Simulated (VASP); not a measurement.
# La2O3 (P-3m1) in VASP: Born charges and dielectric tensor with LDA

Aim: the Born charges and dielectric tensor of La2O3 with LDA.

Everything below comes from runs of VASP 6.6.1. Logs are shortened: lines on timing, memory, paths and dates and some standing lists are left out, and cuts for length are marked.

### 1 Starting point

The structure is trigonal, space group P-3m1 (No. 164). The conventional cell has a = 3.904 Å, b = 3.904 Å, c = 6.032 Å, α = 90.00°, β = 90.00°, γ = 120.00°. Around La (site symmetry 3m) lie 7 O at 2.35 to 2.70 Å. Around O (site symmetry 3m) lie 4 La at 2.35 to 2.42 Å. Around O (site symmetry -3m) lie 6 La at 2.70 Å.

The cell is a database's computed one.

### 2 Born charges and dielectric tensor, LDA

The input, INCAR:

```
PREC = Accurate
ENCUT = 600
EDIFF = 1E-8
ISMEAR = 0
SIGMA = 0.02
LREAL = False
LASPH = True
NELM = 100
ALGO = Normal
ISIF = 2
LWAVE = False
LCHARG = False
GGA = CA
LEPSILON = True
IBRION = 8
NSW = 1
```

The input, KPOINTS:

```
Automatic mesh
0
Gamma
  9 9 4
```

The input, POSCAR:

```
La2O3
1.0
    3.9035800000      0.0000000000      0.0000000000
   -1.9517900000      3.3806000000      0.0000000000
    0.0000000000      0.0000000000      6.0320500000
La O
2 3
Direct
    0.6666700000      0.3333300000      0.7547500000
    0.3333300000      0.6666700000      0.2452500000
    0.6666700000      0.3333300000      0.3539600000
    0.3333300000      0.6666700000      0.6460400000
    0.0000000000      0.0000000000      0.0000000000
```

Potentials or basis: VASP PAW LDA potentials, release 64 (La, O).

Started as:

```
$ cat potpaw_LDA.64/La/POTCAR potpaw_LDA.64/O/POTCAR > POTCAR
$ mpirun -np 1 vasp_std > vasp.out
```

OUTCAR:

```text
PREC = Accurate
   ENCUT = 600
   EDIFF = 1E-8
   ISMEAR = 0
   LREAL = False
   LASPH = True
   NELM = 100
   ISIF = 2
   GGA = CA
   LEPSILON = True
   IBRION = 8
   NSW = 1

 ion  position               nearest neighbor table
   1  0.667  0.333  0.755-   4 2.35   4 2.35   4 2.35   3 2.42   5 2.70   5 2.70   5 2.70
   2  0.333  0.667  0.245-   3 2.35   3 2.35   3 2.35   4 2.42   5 2.70   5 2.70   5 2.70
   3  0.667  0.333  0.354-   2 2.35   2 2.35   2 2.35   1 2.42
   4  0.333  0.667  0.646-   1 2.35   1 2.35   1 2.35   2 2.42
   5  0.000  0.000  0.000-   1 2.70   2 2.70   1 2.70   2 2.70   1 2.70   2 2.70

  LATTYP: Found a hexagonal cell.
 ALAT       =     3.9035800000
 C/A-ratio  =     1.5452610168

  Lattice vectors:

 A1 = (   3.9035800000,   0.0000000000,   0.0000000000)
 A2 = (  -1.9517900000,   3.3806000000,   0.0000000000)
 A3 = (   0.0000000000,   0.0000000000,   6.0320500000)

Analysis of symmetry for initial positions (statically):
=====================================================================
 Subroutine PRICEL returns:
 Original cell was already a primitive cell.

 Routine SETGRP: Setting up the symmetry group for a
 hexagonal supercell.

 Subroutine GETGRP returns: Found  4 space group operations
 (whereof  4 operations were pure point group operations)
 out of a pool of 24 trial point group operations.

The static configuration has the point symmetry C_2h.

Analysis of symmetry for dynamics (positions and initial velocities):
=====================================================================
[... 958 lines left out ...]
  x     0.00000     0.00000     0.00000     0.00000     0.00000     0.00000
  y     0.00000     0.00000     0.00000     0.00000     0.00000     0.00000
  z     0.00000     0.00000     0.00000     0.00000     0.00000     0.00000

 SECOND DERIVATIVES (NOT SYMMETRIZED)
 ------------------------------------
               1X          1Y          1Z          2X          2Y          2Z          3X          3Y          3Z          4X          4Y          4Z          5X          5Y          5Z
  1X    -6.258364    0.000559   -0.000346    0.851048   -0.001080   -0.000580    0.889803    0.000051    0.000368    4.528361    0.001092    0.000105   -0.010848   -0.000621    0.000454
  1Y     0.000559   -6.257721    0.000200   -0.001080    0.849800    0.000335    0.000051    0.889862   -0.000212    0.001092    4.529623   -0.000060   -0.000621   -0.011565   -0.000262
  1Z     0.000712   -0.000411  -12.829332    0.001347   -0.000778    9.002951    0.000052   -0.000030   -0.139534   -0.003273    0.001890    4.382664    0.001162   -0.000671   -0.416750
  2X     0.851048   -0.001080   -0.000580   -6.258364    0.000559   -0.000346    4.528361    0.001092    0.000105    0.889803    0.000051    0.000368   -0.010848   -0.000621    0.000454
  2Y    -0.001080    0.849800    0.000335    0.000559   -6.257721    0.000200    0.001092    4.529623   -0.000060    0.000051    0.889862   -0.000212   -0.000621   -0.011565   -0.000262
  2Z     0.001347   -0.000778    9.002951    0.000712   -0.000411  -12.829332   -0.003273    0.001890    4.382664    0.000052   -0.000030   -0.139534    0.001162   -0.000671   -0.416750
  3X     0.892054    0.000269   -0.000235    4.527926   -0.000010   -0.000936   -7.815542    0.000438    0.000709    1.169661   -0.000446    0.000283    1.225900   -0.000252    0.000179
  3Y     0.000269    0.892365    0.000136   -0.000010    4.527916    0.000540    0.000438   -7.815038   -0.000410   -0.000446    1.169147   -0.000164   -0.000252    1.225610   -0.000103
  3Z     0.003597   -0.002077   -0.143701   -0.002597    0.001499    4.389291   -0.001905    0.001100   -7.980359    0.001251   -0.000723    0.548122   -0.000346    0.000200    3.186646
  4X     4.527926   -0.000010   -0.000936    0.892054    0.000269   -0.000235    1.169661   -0.000446    0.000283   -7.815542    0.000438    0.000709    1.225900   -0.000252    0.000179
  4Y    -0.000010    4.527916    0.000540    0.000269    0.892365    0.000136   -0.000446    1.169147   -0.000164    0.000438   -7.815038   -0.000410   -0.000252    1.225610   -0.000103
  4Z    -0.002597    0.001499    4.389291    0.003597   -0.002077   -0.143701    0.001251   -0.000723    0.548122   -0.001905    0.001100   -7.980359   -0.000346    0.000200    3.186646
  5X    -0.022339   -0.000029    0.000060   -0.022339   -0.000029    0.000060    1.218784    0.000104   -0.000133    1.218784    0.000104   -0.000133   -2.392891   -0.000149    0.000145
  5Y    -0.000029   -0.022372   -0.000035   -0.000029   -0.022372   -0.000035    0.000104    1.218904    0.000077    0.000104    1.218904    0.000077   -0.000149   -2.393064   -0.000084
  5Z     0.000018   -0.000010   -0.422835    0.000018   -0.000010   -0.422835    0.000035   -0.000020    3.190411    0.000035   -0.000020    3.190411   -0.000106    0.000061   -5.535151

 Eigenvectors and eigenvalues of the dynamical matrix
 ----------------------------------------------------

   1 f  =   13.100849 THz    82.315060 2PiTHz  436.997271 cm-1    54.180732 meV
             X         Y         Z           dx          dy          dz
      1.951810  1.126855  4.552690     0.000003   -0.000002    0.081490
     -0.000020  2.253745  1.479360     0.000003   -0.000002    0.081490
      1.951810  1.126855  2.135104     0.000030   -0.000017   -0.549495
     -0.000020  2.253745  3.896946     0.000030   -0.000017   -0.549495
      0.000000  0.000000  0.000000    -0.000043    0.000025    0.618731
[... 105 lines left out ...]
  15 f/i=    0.011071 THz     0.069562 2PiTHz    0.369295 cm-1     0.045787 meV
             X         Y         Z           dx          dy          dz
      1.951810  1.126855  4.552690    -0.564833    0.326107   -0.022370
     -0.000020  2.253745  1.479360    -0.564833    0.326107   -0.022370
      1.951810  1.126855  2.135104    -0.191877    0.110780   -0.007669
     -0.000020  2.253745  3.896946    -0.191877    0.110780   -0.007669
      0.000000  0.000000  0.000000    -0.193417    0.111669   -0.007717

--------------------------------------------------------------------------------------------------------

 MACROSCOPIC STATIC DIELECTRIC TENSOR IONIC CONTRIBUTION
 ------------------------------------------------------
          22.035414    -0.000633    -0.002613
          -0.000633    22.034690     0.001509
          -0.002613     0.001509    22.474713
 ------------------------------------------------------

 ELASTIC MODULI CONTR FROM IONIC RELAXATION (kBar)
 Direction    XX          YY          ZZ          XY          YZ          ZX
 --------------------------------------------------------------------------------
 XX        -408.9222    239.3589    -98.2765      6.7240    199.1744      0.9808
 YY         239.3589   -412.0576   -102.0685     -9.4392   -199.4394      0.4569
 ZZ         -98.2765   -102.0685   -320.9862     -3.2840     -0.7397      1.3100
 XY           6.7240     -9.4392     -3.2840   -315.1818     -6.5771    199.7847
 YZ         199.1744   -199.4394     -0.7397     -6.5771   -147.0116     -0.2608
 ZX           0.9808      0.4569      1.3100    199.7847     -0.2608   -151.1791
 --------------------------------------------------------------------------------

 PIEZOELECTRIC TENSOR IONIC CONTR  for field in x, y, z        (C/m^2)
          XX          YY          ZZ          XY          YZ          ZX
  --------------------------------------------------------------------------------
  x    -0.00000    -0.00000    -0.00000     0.00000     0.00000    -0.00000
  y     0.00000    -0.00000    -0.00000    -0.00000    -0.00000     0.00000
  z     0.00000     0.00000     0.00000    -0.00000    -0.00000     0.00000
```

stdout:

```text
POSCAR found type information on POSCAR LaO
 POSCAR found :  2 types and       5 ions
 scaLAPACK will be used
 LDA part: xc-table for (Slater(with rela. corr.)+CA(PZ))
 , standard interpolation
 POSCAR, INCAR and KPOINTS ok, starting setup
 FFT: planning ... GRIDC
 FFT: planning ... GRID_SOFT
 FFT: planning ... GRID
[... 49 lines left out ...]
 first order change of Fermi-energy   0.10314E+00
 force on displaced ion       3 direction 3 :  -0.002   0.001  -7.980
 Born effective charge ion    3 direction 3 :   0.000  -0.000  -2.557
 Linear response progress:
 first order change of Fermi-energy  -0.98257E-03
 force on displaced ion       5 direction 1 :  -2.393  -0.000   0.000
 Born effective charge ion    5 direction 1 :  -2.715   0.000  -0.000
 Linear response progress:
 first order change of Fermi-energy  -0.51660E-02
 force on displaced ion       5 direction 3 :  -0.000   0.000  -5.535
 Born effective charge ion    5 direction 3 :  -0.000   0.000  -2.578
 Born effective charges drift removed
 Linear response finished
```

It took 90 min on 1 thread of Intel Xeon 6975P-C (Granite Rapids), shared host; peak memory 1.1 GiB.

Results:

```yaml
Band_gap_on_the_k_mesh: 3.75 eV, indirect (least direct gap 3.81 eV)
Electronic_dielectric_tensor_diagonal: 4.90, 4.90, 4.83
Born_charges_mean_of_the_diagonal: La +4.09; O -2.75, -2.67 e
Highest_phonon_frequency_at_Γ_LO-TO_splitting_left_out: 437 cm⁻¹
```

Phonon frequencies in cm⁻¹ (negative: imaginary):
```tsv
q point	frequencies
(0.000, 0.000, 0.000)	0 0 0 104 104 183 183 191 192 362 362 389 395 395 437
```

Electronic dielectric tensor:
```
4.90 0.00 0.00
0.00 4.90 0.00
0.00 0.00 4.83
```

Born effective charge tensors (e):
atom 1, La
```
4.21 0.00 0.00
0.00 4.21 0.00
0.00 0.00 3.85
```
atom 2, La
```
4.21 0.00 0.00
0.00 4.21 0.00
0.00 0.00 3.85
```
atom 3, O
```
-2.85  0.00  0.00
 0.00 -2.85  0.00
 0.00  0.00 -2.56
```
atom 4, O
```
-2.85  0.00  0.00
 0.00 -2.85  0.00
 0.00  0.00 -2.56
```
atom 5, O
```
-2.72  0.00  0.00
 0.00 -2.72  0.00
 0.00  0.00 -2.58
```

Caveat: spin-orbit coupling is left out, which moves the levels of the heavy elements; an odd mesh through Γ misses points on the zone boundary, where band edges often lie.
